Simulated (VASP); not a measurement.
K2SnSe2:

```
K Sn Se
1.0
     0.00000    3.21856    6.98748
     3.18594    0.00000    6.98748
     3.18594    3.21856    0.00000
K Sn Se
2 1 2
Direct
  0.75000 0.75000 0.75000
  0.25000 0.25000 0.25000
  0.00000 0.00000 0.00000
  0.36320 0.36320 0.63680
  0.63680 0.63680 0.36320
```

The cell was built by a generator and needn't be a form met in nature.

* Program: VASP 6.6.1
* Task: relaxation of cell and atoms
* Functional: PBE
* Dispersion: D3
* Potentials or basis: VASP PAW PBE potentials, release 64 (K_pv, Sn, Se)
* Cutoff: 580 eV
* k mesh: 6 × 6 × 6
* Occupations: gaussian, width 0.01 eV
* Spin: no spin polarisation

At the start: pressure 9.3 GPa; volume 28.66 Å³/atom.

**Question.** How do energy, volume and symmetry change on relaxing?

**Answer.** Over 11 steps the energy falls by 436.9 meV/atom and the volume is 31.23 Å³/atom (+9.0 %); space group Fmmm (No. 69, to 0.05 Å).

The path:
| step | energy change (eV) | largest force (eV/Å) | pressure (GPa) | volume (Å³) |
| --- | --- | --- | --- | --- |
| 1 | 0.0000 | 3.7920 | 9.31 | 143.30 |
| 2 | -1.6096 | 0.9235 | -1.08 | 180.69 |
| 3 | -1.6110 | 0.8817 | -1.19 | 181.64 |
| 4 | -1.7828 | 0.7768 | -1.15 | 176.64 |
| 5 | -2.1482 | 0.2732 | -0.73 | 161.68 |
| 6 | -1.0680 | 1.7378 | 4.42 | 132.23 |
| 7 | -2.1818 | 0.0063 | -0.37 | 158.07 |
| 8 | -2.1834 | 0.0496 | -0.22 | 157.10 |
| 9 | -2.1837 | 0.0045 | 0.21 | 155.41 |
| 10 | -2.1842 | 0.0278 | 0.02 | 156.18 |
| 11 | -2.1844 | 0.0069 | 0.01 | 156.17 |

Final structure:
```yaml
crystal:
  lattice:
    - [0.00000, 3.17335, 7.93175]
    - [3.10222, 0.00000, 7.93175]
    - [3.10222, 3.17335, 0.00000]
  atoms:
    - { symbol: K, position: [0.75000, 0.75000, 0.75000] }
    - { symbol: K, position: [0.25000, 0.25000, 0.25000] }
    - { symbol: Sn, position: [0.00000, 0.00000, 0.00000] }
    - { symbol: Se, position: [0.39356, 0.39356, 0.60644] }
    - { symbol: Se, position: [0.60644, 0.60644, 0.39356] }
```
